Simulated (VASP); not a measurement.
The system is KW.

```
K W
1.0
     4.08863    0.00000    0.00000
    -2.04432    3.54086    0.00000
     0.00000    0.00000    5.85572
K W
1 1
Cartesian
  0.0000 0.0000 0.0000
  0.0000 2.3606 2.9279
```

The cell was built by a generator and needn't be a form met in nature.

| Property | Result |
| --- | --- |
| Program | VASP 6.6.1 |
| Task | relaxation of cell and atoms |
| Functional | PBE |
| Potentials or basis | VASP PAW PBE potentials, release 64 (K_sv, W_sv) |
| Cutoff | 600 eV |
| k mesh | 6 × 6 × 4 |
| Occupations | gaussian, width 0.1 eV |
| Spin | no spin polarisation |

At the start: pressure -7.6 GPa; volume 42.39 Å³/atom.

Q: How do energy, volume and symmetry change on relaxing?

A: Over 13 steps the energy falls by 1974.1 meV/atom and the volume is 22.11 Å³/atom (-47.8 %); space group P-6m2 (No. 187, to 0.05 Å).

The path:
```tsv
step	energy change (eV)	largest force (eV/Å)	pressure (GPa)	volume (Å³)
1	0.0000	0.0000	-7.57	84.77
2	-1.8634	0.0000	-10.19	62.14
3	39.9773	0.0000	1025.97	16.19
4	-2.1190	0.0000	-10.12	59.60
5	-3.1074	0.0000	33.54	34.24
6	-3.3411	0.0000	-4.76	47.08
7	-3.6507	0.0000	6.93	40.39
8	-3.2644	0.0000	21.12	38.74
9	-3.8269	0.0000	9.29	39.97
10	-3.8915	0.0000	-5.07	47.57
11	-3.9447	0.0000	-0.31	44.25
12	-3.9480	0.0000	0.15	44.21
13	-3.9483	0.0000	0.05	44.22
```

Final structure:
```
K W
1.0
     2.84525    0.00000    0.00000
    -1.42262    2.46406    0.00000
     0.00000    0.00000    6.30791
K W
1 1
Direct
  0.00000 0.00000 0.00000
  0.33333 0.66667 0.50000
```

Caveat: the volume moved by over 15 % at a fixed basis, so the end points are rough.
